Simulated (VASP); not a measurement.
Write the native input for VASP 6.6.1 that does the following.

```yaml
Task: electrostatic potential
Functional: PBE
Potentials_or_basis: VASP PAW PBE potentials, release 64 (H, Pb_d, N, O)
Cutoff: 520 eV
k_mesh: 8 × 6 × 6
Occupations: fermi-dirac, width 0.05 eV
Spin: no spin polarisation
Further_INCAR_settings: ALGO = Fast; EDIFF = 1e-07
```

The structure of HPbNO4 lies in POSCAR:

```
HPbNO4
1.0
    4.2753100000     -0.0004000000      0.0063600000
   -2.0839900000      5.2077500000     -0.0490700000
   -2.1237700000     -1.8657400000      4.9149100000
H Pb N O
1 1 1 4
Direct
    0.9907300000      0.0333000000      0.9099400000
    0.5027400000      0.8198900000      0.1428700000
    0.0083800000      0.4740800000      0.5026500000
    0.9981600000      0.9274100000      0.0287700000
    0.1946700000      0.7343500000      0.6085200000
    0.8167300000      0.3588200000      0.2455600000
    0.0138100000      0.3312100000      0.6521700000
```

The cell was built by a generator and needn't be a form met in nature.

These files were run (other wordings do the same):

INCAR

```
PREC = Accurate ; ENCUT = 520
EDIFF = 1E-7 ; ISMEAR = -1
SIGMA = 0.05 ; LREAL = F
LASPH = T ; NELM = 60
ALGO = Fast ; ISIF = 2
LWAVE = F ; LCHARG = T
GGA = PE ; LVHAR = T
KPAR = 4
```

KPOINTS

```
regular mesh
0
Gamma
  8 6 6
```

Potentials or basis: VASP PAW PBE potentials, release 64 (H, Pb_d, N, O).

Launch:

```sh
$ cat potpaw_PBE.64/H/POTCAR potpaw_PBE.64/Pb_d/POTCAR potpaw_PBE.64/N/POTCAR potpaw_PBE.64/O/POTCAR > POTCAR
$ mpirun -np 4 vasp_std > vasp.out
```

Results of the run:

```
Pressure               : 0.6 GPa
Largest force          : 0.387 eV/Å
Band gap on the k mesh : 2.79 eV, indirect (least direct gap 3.13 eV)
```

Caveat: spin-orbit coupling is left out, which as a rule narrows the gap of such compounds by several tenths of an eV.

Wall time 3.5 min on 4 MPI ranks on Intel(R) Xeon(R) Platinum 8259CL CPU @ 2.50GHz (Skylake/Cascade Lake), on a shared host, peak memory 0.52 GiB a rank.
